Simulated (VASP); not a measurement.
Output of a VASP run:

OUTCAR:
```
 ion  position               nearest neighbor table
   1  0.000  0.000  0.000-
  LATTYP: Found a body centered cubic cell.
 ALAT       =     2.8280499028
 Subroutine PRICEL returns:
 Original cell was already a primitive cell.
 Subroutine GETGRP returns: Found 48 space group operations
The static configuration has the point symmetry O_h .
The dynamic configuration has the point symmetry O_h .
The overall configuration has the point symmetry O_h .
 Subroutine INISYM returns: Found 48 space group operations
 Subroutine IBZKPT returns following result:
 Found    256 irreducible k-points:

 Following reciprocal coordinates:
            Coordinates               Weight
  0.000000  0.000000  0.000000      1.000000
  0.050000  0.000000  0.000000     12.000000
  0.100000  0.000000  0.000000     12.000000
  0.150000  0.000000  0.000000     12.000000
  0.200000  0.000000  0.000000     12.000000
  0.250000  0.000000  0.000000     12.000000
  0.300000  0.000000  0.000000     12.000000
  0.350000  0.000000  0.000000     12.000000
  0.400000  0.000000  0.000000     12.000000
  0.450000  0.000000  0.000000     12.000000
  0.500000  0.000000  0.000000      6.000000
  0.050000  0.050000  0.000000     24.000000
  0.100000  0.050000  0.000000     48.000000
  0.150000  0.050000 -0.000000     48.000000
  0.200000  0.050000  0.000000     48.000000
  0.250000  0.050000  0.000000     48.000000
  0.300000  0.050000 -0.000000     48.000000
  0.350000  0.050000  0.000000     48.000000
  0.400000  0.050000 -0.000000     48.000000
  0.450000  0.050000  0.000000     48.000000
  0.100000  0.100000  0.000000     24.000000
  0.150000  0.100000  0.000000     48.000000
  0.200000  0.100000  0.000000     48.000000
  0.250000  0.100000  0.000000     48.000000
  0.300000  0.100000  0.000000     48.000000
  0.350000  0.100000  0.000000     48.000000
  0.400000  0.100000  0.000000     48.000000
  0.450000  0.100000  0.000000     24.000000
  0.150000  0.150000  0.000000     24.000000
  0.200000  0.150000  0.000000     48.000000
  0.250000  0.150000  0.000000     48.000000
  0.300000  0.150000 -0.000000     48.000000
  0.350000  0.150000  0.000000     48.000000
  0.400000  0.150000  0.000000     48.000000
  0.200000  0.200000  0.000000     24.000000
  0.250000  0.200000  0.000000     48.000000
  0.300000  0.200000  0.000000     48.000000
  0.350000  0.200000  0.000000     48.000000
  0.400000  0.200000  0.000000     24.000000
  0.250000  0.250000  0.000000     24.000000
   k-points           NKPTS =    256   k-points in BZ     NKDIM =    256   number of bands    NBANDS=      9
   number of dos      NEDOS =    601   number of ions     NIONS =      1
   total plane-waves  NPLWV =   5832
   dimension x,y,z NGX =    18 NGY =   18 NGZ =   18
   dimension x,y,z NGXF=    36 NGYF=   36 NGZF=   36
   ions per type =               1
   PREC   = accura    normal or accurate (medium, high low for compatibility)
   ISTART =      0    job   : 0-new  1-cont  2-samecut
   ICHARG =      2    charge: 1-file 2-atom 10-const
   ISPIN  =      2    spin polarized calculation?
   LNONCOLLINEAR =      F non collinear calculations
   LSORBIT =      F    spin-orbit coupling
   INIWAV =      1    electr: 0-lowe 1-rand  2-diag
   ENCUT  =  520.0 eV  38.22 Ry    6.18 a.u.   4.55  4.55  4.55*2*pi/ulx,y,z
   NELM   =    100;   NELMIN=  2; NELMDL= -5     # of ELM steps
   EDIFF  = 0.1E-06   stopping-criterion for ELM
   LREAL  =      F    real-space projection
   NLSPLINE    = F    spline interpolate recip. space projectors
   LMAXMIX     =    4 max onsite mixed and CHGCAR
   VOSKOWN=      0    Vosko Wilk Nusair interpolation
   EDIFFG = 0.1E-05   stopping-criterion for IOM
   NSW    =      0    number of steps for IOM
   NBLOCK =      1;   KBLOCK =      1    inner block; outer block
   IBRION =     -1    ionic relax: 0-MD 1-quasi-New 2-CG
...
```

File OSZICAR:
```
       N       E                     dE             d eps       ncg     rms          rms(c)
DAV:   1     0.155933193187E+02    0.15593E+02   -0.41513E+03  9568   0.108E+03
DAV:   2    -0.888438539555E+01   -0.24478E+02   -0.23268E+02  9264   0.129E+02
DAV:   3    -0.919360893557E+01   -0.30922E+00   -0.30856E+00 10338   0.198E+01
DAV:   4    -0.919504372201E+01   -0.14348E-02   -0.14353E-02 10120   0.126E+00
DAV:   5    -0.919505748663E+01   -0.13765E-04   -0.13769E-04  9986   0.110E-01    0.113E+01
DAV:   6    -0.824144174692E+01    0.95362E+00   -0.12800E+01  9742   0.574E+01    0.537E+00
DAV:   7    -0.816870224747E+01    0.72739E-01   -0.83441E-01  9732   0.142E+01    0.315E+00
DAV:   8    -0.816226970511E+01    0.64325E-02   -0.81427E-03 11346   0.733E-01    0.140E+00
DAV:   9    -0.815496911218E+01    0.73006E-02   -0.74516E-03 11522   0.657E-01    0.377E-01
DAV:  10    -0.815515668269E+01   -0.18757E-03   -0.12430E-03 10119   0.424E-01    0.137E-01
DAV:  11    -0.815514646379E+01    0.10219E-04   -0.14915E-04  9692   0.186E-01    0.354E-02
DAV:  12    -0.815514298382E+01    0.34800E-05   -0.36260E-06  9680   0.332E-02    0.121E-02
DAV:  13    -0.815514172688E+01    0.12569E-05   -0.87152E-07 10446   0.901E-03    0.413E-03
DAV:  14    -0.815514276011E+01   -0.10332E-05   -0.86385E-08  4809   0.386E-03    0.721E-04
DAV:  15    -0.815514297019E+01   -0.21008E-06   -0.64063E-09  4659   0.881E-04    0.174E-04
DAV:  16    -0.815514298738E+01   -0.17189E-07   -0.74694E-10  4648   0.346E-04
   1 F= -.81551430E+01 E0= -.81551430E+01  d E =0.000000E+00  mag=     2.1498
```

OUTCAR:
```
------------------------ aborting loop because EDIFF is reached ----------------------------------------
  FORCE on cell =-STRESS in cart. coord.  units (eV):
  Direction    XX          YY          ZZ          XY          YZ          ZX
  --------------------------------------------------------------------------------------
  Total       -0.0001522     -0.0001522     -0.0001522     -0.0000000      0.0000000      0.0000000
  in kB       -0.0215619     -0.0215619     -0.0215619     -0.0000000      0.0000000      0.0000000
  external PRESSURE =      -0.0215619 kB  Pullay stress =       0.0000000 kB
  volume of cell :       11.31
      direct lattice vectors                 reciprocal lattice vectors
    -1.414024951  1.414024951  1.414024951     0.000000000  0.353600550  0.353600550
     1.414024951 -1.414024951  1.414024951     0.353600550  0.000000000  0.353600550
     1.414024951  1.414024951 -1.414024951     0.353600550  0.353600550  0.000000000
 POSITION                                       TOTAL-FORCE (eV/Angst)
 -----------------------------------------------------------------------------------
      0.00000      0.00000      0.00000         0.000000     -0.000000      0.000000
 -----------------------------------------------------------------------------------
    total drift:                                0.000000      0.000000      0.000000
  FREE ENERGIE OF THE ION-ELECTRON SYSTEM (eV)
  ---------------------------------------------------
  free  energy   TOTEN  =        -8.1551429874 eV

  energy  without entropy=       -8.1551429874  energy(sigma->0) =       -8.15514299

 total charge

# of ion       s       p       d       tot
------------------------------------------
    1        0.488   0.541   6.257   7.286

 magnetization (x)

# of ion       s       p       d       tot
------------------------------------------
    1       -0.012  -0.051   2.206   2.144
```
(Selected blocks of OUTCAR.)

**POSCAR**
```
Fe
1
   -1.4140249514     1.4140249514     1.4140249514
    1.4140249514    -1.4140249514     1.4140249514
    1.4140249514     1.4140249514    -1.4140249514
Fe
1
Direct
  0.0000000000   0.0000000000   0.0000000000
```

Q: Write an INCAR and KPOINTS that could have produced this output.

A: One answer among several that fit: the input of the run itself, PW91 GGA, plane waves, VASP's PBE PAW potentials (set 64).

INCAR:
```
SYSTEM = Fe
PREC = Accurate; ENCUT = 520; LREAL = F
LASPH = T
EDIFF = 1E-7; NELM = 100; ALGO = Normal
LMAXMIX = 4
ISMEAR = -5
GGA = 91
ISPIN = 2; MAGMOM = 2.1
ISIF = 2
LWAVE = F; LCHARG = T; LORBIT = 11
NEDOS = 601
```

### KPOINTS
```
Automatic mesh
0
G
  20 20 20
```

POTCAR, in this order: Fe (PBE.64 set). Program: vasp_std.

For a metal the tetrahedron method with Blöchl corrections gives inexact stress and forces.

The compound is Fe in the bcc structure. It was relaxed first.
